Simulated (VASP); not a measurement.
# KRu (P-6m2) in VASP: reference runs

How does KRu come out in PBE? The cell is run as given and disturbed.

Everything below comes from runs of VASP 6.6.1. Logs are shortened: lines on timing, memory, paths and dates and some standing lists are left out, and cuts for length are marked.

### Step 1. The crystal as given

It takes space group P-6m2 (No. 187, hexagonal). The conventional cell has a = 2.821 Å, b = 2.821 Å, c = 5.747 Å, α = 90.00°, β = 90.00°, γ = 120.00°. Around K (site symmetry -6m2) lie 6 K at 2.82 Å. Ru (site symmetry -6m2) is surrounded by 6 Ru at 2.82 Å.

The cell was built by a generator and needn't be a form met in nature.

### Step 2. Single point, PBE

Contents of INCAR:

```
ALGO     = Normal         # electronic algorithm
EDIFF    = 1E-7           # SCF threshold, eV
ENCUT    = 520            # plane-wave cutoff, eV
GGA      = PE             # functional
ISIF     = 2              # what is computed and relaxed
ISMEAR   = -1             # smearing method
LASPH    = T              # aspherical terms in the spheres
LCHARG   = F              # write CHGCAR
LREAL    = F              # projectors in reciprocal space
LWAVE    = F              # write WAVECAR
NBANDS   = 18             # bands
NELM     = 100            # most SCF steps
PREC     = Accurate       # precision mode
SIGMA    = 0.05           # smearing width, eV
```

Contents of KPOINTS:

```
k-points
0
Gamma
  11 11 5
```

Contents of POSCAR:

```
KRu
1.0
    2.8214200000      0.0000000000      0.0000000000
   -1.4107100000      2.4434200000      0.0000000000
    0.0000000000      0.0000000000      5.7468000000
K Ru
1 1
Direct
    0.0000000000      0.0000000000      0.5000000000
    0.6666700000      0.3333300000      0.0000000000
```

Potentials or basis: VASP PAW PBE potentials, release 64 (K_sv, Ru_pv).

Command:

```sh
$ cat potpaw_PBE.64/K_sv/POTCAR potpaw_PBE.64/Ru_pv/POTCAR > POTCAR
$ mpirun -np 1 vasp_std > vasp.out
```

OUTCAR:

```text
EDIFF = 1E-7
   ENCUT = 520
   GGA = PE
   ISIF = 2
   ISMEAR = -1
   LASPH = T
   LREAL = F
   NELM = 100
   PREC = Accurate

 ion  position               nearest neighbor table
   1  0.000  0.000  0.500-   2 3.30   2 3.30   2 3.30   2 3.30   2 3.30   2 3.30
   2  0.667  0.333  0.000-   1 3.30   1 3.30   1 3.30   1 3.30   1 3.30   1 3.30

  LATTYP: Found a hexagonal cell.
 ALAT       =     2.8214200000
 C/A-ratio  =     2.0368466942

  Lattice vectors:

 A1 = (   2.8214200000,   0.0000000000,   0.0000000000)
 A2 = (  -1.4107100000,   2.4434200000,   0.0000000000)
 A3 = (   0.0000000000,   0.0000000000,   5.7468000000)

Analysis of symmetry for initial positions (statically):
=====================================================================
 Subroutine PRICEL returns:
 Original cell was already a primitive cell.

 Routine SETGRP: Setting up the symmetry group for a
 hexagonal supercell.

 Subroutine GETGRP returns: Found  4 space group operations
 (whereof  4 operations were pure point group operations)
 out of a pool of 24 trial point group operations.

The static configuration has the point symmetry C_2v.

Analysis of symmetry for dynamics (positions and initial velocities):
=====================================================================
 Subroutine PRICEL returns:
 Original cell was already a primitive cell.

 Routine SETGRP: Setting up the symmetry group for a
 hexagonal supercell.

 Subroutine GETGRP returns: Found  4 space group operations
 (whereof  4 operations were pure point group operations)
 out of a pool of 24 trial point group operations.

The dynamic configuration has the point symmetry C_2v.

 Subroutine INISYM returns: Found  4 space group operations
 (whereof  4 operations are pure point group operations),
 and found     1 'primitive' translations

----------------------------------------------------------------------------------------

                                     Primitive cell

  volume of cell :      39.6179

  direct lattice vectors                    reciprocal lattice vectors
     2.821420000  0.000000000  0.000000000     0.354431457  0.204631214  0.000000000
    -1.410710000  2.443420000  0.000000000     0.000000000  0.409262427  0.000000000
     0.000000000  0.000000000  5.746800000     0.000000000  0.000000000  0.174009884

  length of vectors
     2.821420000  2.821418792  5.746800000     0.409262252  0.409262427  0.174009884

[... 79 lines left out ...]
   NELM   =    100;   NELMIN=  2; NELMDL= -5     # of ELM steps
   EDIFF  = 0.1E-06   stopping-criterion for ELM
   LREAL  =      F    real-space projection
   EDIFFG = 0.1E-05   stopping-criterion for IOM
   NSW    =      0    number of steps for IOM
   IBRION =     -1    ionic relax: 0-MD 1-quasi-New 2-CG
   NFREE  =      0    steps in history (QN), initial steepest desc. (CG)
   ISIF   =      2    stress and relaxation
   ISYM   =      2    0-nonsym 1-usesym 2-fastsym
   POTIM  = 0.5000    time-step for ionic-motion
   TEBEG  =    0.0;   TEEND  =   0.0 temperature during run
   PSTRESS=    0.0 pullay stress
   NELECT =      23.0000    total number of electrons
   NUPDOWN=      -1.0000    fix difference up-down
   EMIN   =  10.00;   EMAX   =-10.00  energy-range for DOS
   EFERMI =   0.00;   METHOD = LEGACY
   ISMEAR =    -1;   SIGMA  =   0.05  broadening in eV -4-tet -1-fermi 0-gaus
   EFERMI_NEDOS =   21; number of points for ismear=-14 and -15
   IALGO  =     38    algorithm
   IMIX   =      4    mixing-type and parameters
     AMIX     =   0.40;   BMIX     =  1.00
     AMIX_MAG =   1.60;   BMIX_MAG =  1.00
  volume/ion in A,a.u.               =      19.81       133.68
  Fermi-wavevector in a.u.,A,eV,Ry     =   1.365694  2.580788 25.376506  1.865121
  Thomas-Fermi vector in A             =   2.491900
   LORBIT       =      0    0 simple, 1 ext, 2 COOP (PROOUT), +10 PAW based schemes
   GGA     = PE    functional components
   LHFCALC =     F    Hartree Fock is set to
   AEXX    =    0.0000 exact exchange contribution
   IVDW    =     0    specifies the selected vdW correction
   LEPSILON=     F    determine dielectric tensor
   LRPA    =     F    only Hartree local field effects (RPA)
 non-spin polarized calculation
  energy-cutoff  :      520.00
  volume of cell :       39.62
 maximum number of plane-waves:      1077
 NGX is ok and might be reduce to    24
   NGX = 11   NGY = 11   NGZ = 21

 number of electron      23.0000000 magnetization

 Free energy of the ion-electron system (eV)
  ---------------------------------------------------
  ext. energy  EPLUGINS =         0.00000000
  ---------------------------------------------------
  free energy    TOTEN  =        -7.67638822 eV

  energy without entropy =       -7.65108168  energy(sigma->0) =       -7.66373495

 E-fermi :   5.9104     XC(G=0): -10.8981

 val. band max:        5.8995429825   @ k =   0.3636   0.0000   0.0000
 cond. band min:       5.9120489839   @ k =   0.4545   0.0000   0.0000
 fundamental gap:      0.0125060014
 Fermi energy:         5.9103672348

 k-point     1 :       0.0000    0.0000    0.0000
  band No.  band energies     occupation
      1     -36.0912      2.00000
      2     -36.0884      2.00000
      3     -36.0884      2.00000
      4     -26.9778      2.00000
      5     -10.0757      2.00000
      6      -8.6513      2.00000
[... 481 lines left out ...]
      5     -11.7843      2.00000
      6      -9.5463      2.00000
[... 10 lines left out ...]
     17      13.2295      0.00000
     18      15.1188      0.00000

 [... further k-points ...]

------------------------ aborting loop because EDIFF is reached ----------------------------------------

  FORCE on cell =-STRESS in cart. coord.  units (eV):
  Direction    XX          YY          ZZ          XY          YZ          ZX
  --------------------------------------------------------------------------------------
  -------------------------------------------------------------------------------------
  Total        0.1097935      0.1097839     -0.0028043     -0.0000082      0.0000000      0.0000000
  in kB        4.4401246      4.4397364     -0.1134061     -0.0003319      0.0000000      0.0000000
  external PRESSURE =       2.9221516 kB  Pullay stress =       0.0000000 kB

 VOLUME and BASIS-vectors are now :
 -----------------------------------------------------------------------------
  energy-cutoff  :      520.00
  volume of cell :       39.62
      direct lattice vectors                 reciprocal lattice vectors
     2.821420000  0.000000000  0.000000000     0.354431457  0.204631214  0.000000000
    -1.410710000  2.443420000  0.000000000     0.000000000  0.409262427  0.000000000
     0.000000000  0.000000000  5.746800000     0.000000000  0.000000000  0.174009884

 POSITION                                       TOTAL-FORCE (eV/Angst)
 -----------------------------------------------------------------------------------
      0.00000      0.00000      2.87340         0.000004     -0.000002      0.000000
      1.41072      0.81447      0.00000        -0.000004      0.000002      0.000000
 -----------------------------------------------------------------------------------
    total drift:                                0.000000     -0.000001      0.000000

  FREE ENERGIE OF THE ION-ELECTRON SYSTEM (eV)
  ---------------------------------------------------
  free  energy   TOTEN  =        -7.6763882243 eV

  energy  without entropy=       -7.6510816847  energy(sigma->0) =       -7.66373495
```

OSZICAR:

```text
N       E                     dE             d eps       ncg     rms          rms(c)
DAV:   1     0.203342476899E+03    0.20334E+03   -0.13052E+04  3888   0.125E+03
DAV:   2    -0.116584956753E+01   -0.20451E+03   -0.20013E+03  4178   0.393E+02
DAV:   3    -0.818751936559E+01   -0.70217E+01   -0.69655E+01  6638   0.637E+01
DAV:   4    -0.832299647238E+01   -0.13548E+00   -0.13534E+00  4604   0.582E+00
DAV:   5    -0.832488831052E+01   -0.18918E-02   -0.18915E-02  5624   0.641E-01    0.113E+01
DAV:   6    -0.784061727827E+01    0.48427E+00   -0.33035E+00  4130   0.113E+01    0.409E+00
DAV:   7    -0.771551516337E+01    0.12510E+00   -0.82177E-01  4920   0.408E+00    0.453E+00
DAV:   8    -0.767715328301E+01    0.38362E-01   -0.17556E-01  4858   0.298E+00    0.138E+00
DAV:   9    -0.767638912975E+01    0.76415E-03   -0.91008E-03  5006   0.752E-01    0.134E-01
DAV:  10    -0.767637098419E+01    0.18146E-04   -0.57520E-04  5050   0.141E-01    0.611E-02
DAV:  11    -0.767638715263E+01   -0.16168E-04   -0.91773E-05  5126   0.658E-02    0.166E-02
DAV:  12    -0.767638854242E+01   -0.13898E-05   -0.64345E-06  5402   0.167E-02    0.467E-03
DAV:  13    -0.767638836469E+01    0.17773E-06   -0.13389E-06  5082   0.587E-03    0.897E-04
DAV:  14    -0.767638819240E+01    0.17230E-06   -0.15152E-07  3504   0.170E-03    0.464E-04
DAV:  15    -0.767638822427E+01   -0.31879E-07   -0.64643E-09  2310   0.645E-04
   1 F= -.76763882E+01 E0= -.76637350E+01  d E =-.253065E-01
```

stdout:

```text
POSCAR found type information on POSCAR K Ru
 POSCAR found :  2 types and       2 ions
 scaLAPACK will be used
 LDA part: xc-table for (Slater+PW92), standard interpolation
 POSCAR, INCAR and KPOINTS ok, starting setup
 FFT: planning ... GRIDC
 FFT: planning ... GRID_SOFT
 FFT: planning ... GRID
 WAVECAR not read
 entering main loop
```

Run time: 74 s. Hardware: 1 thread of Intel Xeon Platinum 8259CL at 2.50GHz (Skylake/Cascade Lake), shared host; peak memory 0.22 GiB.

What came out:

| Quantity | Value |
| --- | --- |
| Free energy | -7.6764 eV |
| Pressure | 0.3 GPa |
| Band gap on the k mesh | none (metal or under the smearing width) |

Stress tensor (GPa, compression positive):
```
 0.44  0.00  0.00
 0.00  0.44  0.00
 0.00  0.00 -0.01
```

### Step 3. Single point, PBE (atoms moved at random, drawn with an rms of 0.05 Å)

Contents of INCAR:

```
PREC = Accurate
ENCUT = 520
EDIFF = 1E-7
ISMEAR = -1
SIGMA = 0.05
LREAL = F
LASPH = T
NELM = 60
ALGO = Normal
ISIF = 2
LWAVE = F
LCHARG = F
GGA = PE
NBANDS = 18
```

Contents of KPOINTS:

```
Automatic mesh
0
Gamma
  11 11 5
```

Contents of POSCAR:

```
KRu
1.0
    2.8214200000      0.0000000000      0.0000000000
   -1.4107100000      2.4434200000      0.0000000000
    0.0000000000      0.0000000000      5.7468000000
K Ru
1 1
Direct
    0.0166910000     -0.0080630000      0.5046070000
    0.6704710000      0.3415350000      0.0045810000
```

Potentials or basis: VASP PAW PBE potentials, release 64 (K_sv, Ru_pv).

Command:

```sh
$ cat potpaw_PBE.64/K_sv/POTCAR potpaw_PBE.64/Ru_pv/POTCAR > POTCAR
$ mpirun -np 1 vasp_std > vasp.out
```

Run time: 3.3 min. Hardware: 1 thread of Intel Xeon Platinum 8259CL at 2.50GHz (Skylake/Cascade Lake), shared host; peak memory 0.34 GiB.

The run converged. Its results:

```yaml
Free_energy: -7.6757 eV
Pressure: 0.3 GPa
Largest_force: 0.018 eV/Å
Band_gap_on_the_k_mesh: none (metal or under the smearing width)
```

Forces in eV/Å, atoms in the order of the input:
```
K   -0.015  0.010  0.000
Ru   0.015 -0.010  0.000
```

Stress tensor (GPa, compression positive):
```
0.31 0.19 0.00
0.19 0.56 0.00
0.00 0.00 0.00
```

Levels at points of the mesh, in eV from the Fermi level:
```
           k point  band 10  band 11  band 12  band 13  band 14  band 15
(0.00, 0.00, 0.00)    -1.32    -1.32     0.64     0.65     1.27     1.97
```
